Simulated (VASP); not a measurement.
Here is the system:

```
Tb
1.0
    1.79079    -3.10173     0.00000
    1.79079     3.10173     0.00000
    0.00000     0.00000     5.58159
Tb
2
Direct
  0.33333   0.66667   0.25000
  0.66667   0.33333   0.75000
```

Level of theory: revTPSS meta-GGA, VASP's PBE PAW potentials (set 64) (plane waves; VASP). Numerical set-up: 520 eV cut-off, 13×13×8 Γ-centred mesh, tetrahedra with Blöchl corrections, potentials Tb_3.

The 4f electrons are frozen in the core of the lanthanide potential, so 4f levels, which can set the real gap, and their magnetism are missing.

Task: Give the energies of bands 7 to 12 at the high-symmetry points, in eV from the Fermi level.

Result: 
| band | Γ | M | K | A | L | H |
|---|---|---|---|---|---|---|
| 7 | -4.96 | -1.83 | -1.05 | -3.34 | -1.96 | -0.59 |
| 8 | -2.18 | -1.53 | -0.65 | -3.34 | -1.96 | -0.59 |
| 9 | 1.52 | -1.05 | -0.65 | 1.01 | -0.01 | -0.43 |
| 10 | 1.78 | 0.19 | -0.39 | 1.01 | -0.01 | -0.43 |
| 11 | 1.78 | 1.44 | 1.19 | 1.68 | 1.84 | 0.65 |
| 12 | 2.21 | 1.67 | 1.19 | 1.68 | 1.84 | 0.65 |

It has no gap at this level: it comes out as a metal or semimetal.

The compound is Tb in the hcp structure. It was relaxed first.
